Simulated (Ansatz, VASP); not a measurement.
## KCdF3: VASP beside Ansatz

File INCAR:

```
SYSTEM = KCdF3
PREC = Accurate ; ENCUT = 520
EDIFF = 1E-7 ; ISMEAR = 0
SIGMA = 0.05 ; LREAL = .FALSE.
LASPH = .TRUE. ; NELM = 100
ALGO = Normal ; ISIF = 2
LWAVE = .FALSE. ; LCHARG = .TRUE.
LELF = .TRUE. ; LVHAR = .TRUE.
NBANDS = 29
```

File KPOINTS:

```
Automatic mesh
0
G
  6 6 6
  0 0 0
```

POSCAR

```
KCdF3
1.0
    4.3820890200      0.0000000000      0.0000000000
    0.0000000000      4.3820890200      0.0000000000
    0.0000000000      0.0000000000      4.3820890200
K Cd F
1 1 3
Direct
    0.0000000000      0.0000000000      0.0000000000
    0.5000000000      0.5000000000      0.5000000000
    0.0000000000      0.5000000000      0.5000000000
    0.5000000000      0.0000000000      0.5000000000
    0.5000000000      0.5000000000      0.0000000000
```

Input for Ansatz:

```yaml
crystal:
  lattice:
    - [4.38208902, 0.0, 0.0]
    - [0.0, 4.38208902, 0.0]
    - [0.0, 0.0, 4.38208902]
  atoms:
    - { symbol: K, position: [0.0, 0.0, 0.0] }
    - { symbol: Cd, position: [0.5, 0.5, 0.5] }
    - { symbol: F, position: [0.0, 0.5, 0.5] }
    - { symbol: F, position: [0.5, 0.0, 0.5] }
    - { symbol: F, position: [0.5, 0.5, 0.0] }
basis:
  ecutwfc: 420
kpoints:
  mp_grid: { grid: [6, 6, 6] }
hamiltonian:
  xc: lda
scf:
  occupations: { method: gaussian, width: 0.05 }
output:
  forces: true
  stress: true
  eigenvalues: true
```

The cell comes from a database or a generator and needn't be the stable form of this composition.

Alike in both runs: task single point; functional LDA; k mesh 6 × 6 × 6; occupations gaussian, width 0.05 eV; no spin polarisation.

|  | VASP | Ansatz |
| --- | --- | --- |
| version | VASP 6.6.1 | Ansatz 0.2.0 |
| potentials or method | VASP PAW LDA potentials, release 64 (K_sv, Cd, F) | scalar-relativistic, plane waves, PAW |
| plane-wave cutoff (eV) | 520 | 420 |
| valence electrons in the cell | 42 | 50 |

|  | VASP | Ansatz | Ansatz less VASP |
| --- | --- | --- | --- |
| gap on the k mesh at the Fermi level (eV) | 2.80 | 2.81 | +0.011 |
| least direct gap on the mesh (eV) | 4.59 | 4.61 | +0.026 |
| pressure (GPa) | -2.9 | -3.5 | -0.66 |

The two sets of potentials don't hold the same shells in valence.

A k mesh can miss the band edges.
